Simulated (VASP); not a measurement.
```
CELL_PARAMETERS angstrom
      5.65944     0.00000     0.00000
      0.00000     5.65944     0.00000
      0.00000     0.00000     5.65944
ATOMIC_POSITIONS crystal
  Zn 0.00652 0.99348 0.99348
  Zn 0.49348 0.50652 0.99348
  Zn 0.49348 0.99348 0.50652
  Zn 0.00652 0.50652 0.50652
  Se 0.25000 0.25000 0.25000
  Se 0.75000 0.75000 0.25000
  Se 0.75000 0.25000 0.75000
  S  0.25000 0.75000 0.75000
```

Computed with PBE GGA, VASP's PBE PAW potentials (set 64) (plane waves; VASP). Settings: 400 eV cut-off, Gaussian smearing of 0.050 eV, potentials Zn Se S.

### Question
Predict the band gap (along the path) with the smallest direct gap where there is one.

### Answer

- band gap (along the path) = 1.32 eV
- smallest direct gap (along the path) = 1.32 eV

Total energies compare only between runs with the same potentials, cut-off and functional.

The structure was generated: Zn4SSe3 was put into an ordered model structure (P-43m), which need not be its known phase. It was relaxed first.
